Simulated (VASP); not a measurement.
Input for VASP

**INCAR**
```
! general
SYSTEM  = BaF2
PREC    = Accurate
ENCUT   = 600
LREAL   = .FALSE.   ! projection in real space or not
LASPH   = .TRUE.   ! aspherical one-centre terms

! electronic loop
EDIFF   = 1E-7   ! SCF stop (eV)
NELM    = 100
ALGO    = Normal   ! blocked Davidson
LMAXMIX = 4   ! l cut-off of mixed one-centre charges

! smearing
ISMEAR  = 0   ! Gaussian
SIGMA   = 0.05

! functional
GGA     = PE   ! PBE

! ions
IBRION  = 2   ! conjugate gradients
NSW     = 40   ! most ionic steps
ISIF    = 3   ! ions, shape and volume
EDIFFG  = -0.01   ! ionic stop
PSTRESS = 300

! output
LWAVE   = .FALSE.
LCHARG  = .FALSE.
```

**POSCAR**
```
BaF2
1.0
  0.0000000000   3.1415051749   3.1415051749
  3.1415051749   0.0000000000   3.1415051749
  3.1415051749   3.1415051749   0.0000000000
Ba F
1 2
Cartesian
  3.1415051749   6.2830103498   3.1415051749
  1.5707525874   1.5707525874   1.5707525874
  4.7122577623   4.7122577623   4.7122577623
```

**KPOINTS**
```
K-points
0
G
8 8 8
0 0 0
```

POTCAR, in this order: Ba_sv F (PBE.64 set). Program: vasp_std.

**Question.** Translate this PBE calculation to Quantum ESPRESSO's pw.x.

**Answer.** One equivalent input (not run):
```
&CONTROL
  calculation = 'vc-relax'
  pseudo_dir = './pseudo'
  outdir = './out'
  tprnfor = .true.
  tstress = .true.
  nstep = 40
  forc_conv_thr = 0.00039
/
&SYSTEM
  ibrav = 0
  nat = 3
  ntyp = 2
  ecutwfc = 84
  occupations = 'smearing'
  smearing = 'gaussian'
  degauss = 0.003675
  input_dft = 'pbe'
/
&ELECTRONS
  conv_thr = 7.3e-09
  electron_maxstep = 100
/
&IONS
/
&CELL
  press = 300
/
ATOMIC_SPECIES
  Ba 137.327 Ba.upf
  F 18.998 F.upf
CELL_PARAMETERS angstrom
    -0.0000000    3.1415052    3.1415052
     3.1415052   -0.0000000    3.1415052
     3.1415052    3.1415052   -0.0000000
ATOMIC_POSITIONS crystal
  Ba   1.0000000  0.0000000  1.0000000
  F    0.2500000  0.2500000  0.2500000
  F    0.7500000  0.7500000  0.7500000
K_POINTS automatic
  8 8 8 0 0 0
```
Limits of the translation: the potentials are each code's own (VASP's PAW set, PseudoDojo norm-conserving files in pw.x), so ENCUT and ecutwfc are chosen apart and not converted; conv_thr bounds pw.x's estimated SCF error, while EDIFF bounds the energy change between steps; forc_conv_thr acts on force components and is met together with etot_conv_thr.

The compound is BaF2 in the fluorite structure. This run relaxes it under an external pressure of 30 GPa. Symmetry was kept, so distortions that lower it aren't found.
